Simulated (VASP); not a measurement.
A convergence study with VASP on NaF: one setting is varied, all else stays as given below, so the limit is that of these other settings.

```yaml
crystal:
  lattice:
    - [3.28373, 0.00000, 0.00000]
    - [-3.28373, 3.28373, 0.00000]
    - [0.00000, 0.00000, 20.96580]
  atoms:
    - { symbol: F, position: [0.00000, 0.50000, 0.44462] }
    - { symbol: F, position: [0.00000, 0.00000, 0.33388] }
    - { symbol: F, position: [0.00000, 0.50000, 0.66612] }
    - { symbol: F, position: [0.00000, 0.00000, 0.55537] }
    - { symbol: Na, position: [0.00000, 0.00000, 0.44462] }
    - { symbol: Na, position: [0.00000, 0.50000, 0.33388] }
    - { symbol: Na, position: [0.00000, 0.00000, 0.66612] }
    - { symbol: Na, position: [0.00000, 0.50000, 0.55537] }
```

The numbers are results of PBE GGA, VASP's PBE PAW potentials (set 64) (plane waves; VASP 6.6.1), not measurements. The tightest run used: 800 eV cut-off, 10×10×1 Γ-centred mesh, Fermi-Dirac smearing of 0.010 eV, potentials F Na_pv.

Gaps are read on the run's mesh, which can miss a band edge.

Q: The settings run are ENCUT = 200; ENCUT = 240; ENCUT = 280; ENCUT = 340; ENCUT = 480; ENCUT = 600; ENCUT = 800. From which on does the gap on the mesh stay within 0.02 eV of the tightest run?

A: From ENCUT = 480 on: it is off by 0.004 there and by no more than 0.02 in any finer run, while ENCUT = 340 is off by 0.042.
| setting | E (eV/atom) | gap on the mesh (eV) | plane waves | difference judged (eV) |
|---|---|---|---|---|
| ENCUT = 200 | -3.8356 | 6.215 | 1477 | 0.618 |
| ENCUT = 240 | -4.3364 | 5.687 | 1932 | 0.090 |
| ENCUT = 280 | -4.2934 | 5.826 | 2441 | 0.229 |
| ENCUT = 340 | -4.2661 | 5.639 | 3246 | 0.042 |
| ENCUT = 480 | -4.2389 | 5.593 | 5448 | 0.004 |
| ENCUT = 600 | -4.2394 | 5.594 | 7611 | 0.003 |
| ENCUT = 800 | -4.2410 | 5.597 | 11673 | 0.000 |

Left out are rungs that failed or repeat a setting and relaxations that didn't move; long series are thinned to 24 rows.

The cell is a sheet or thin cut with vacuum, built from a generated structure.
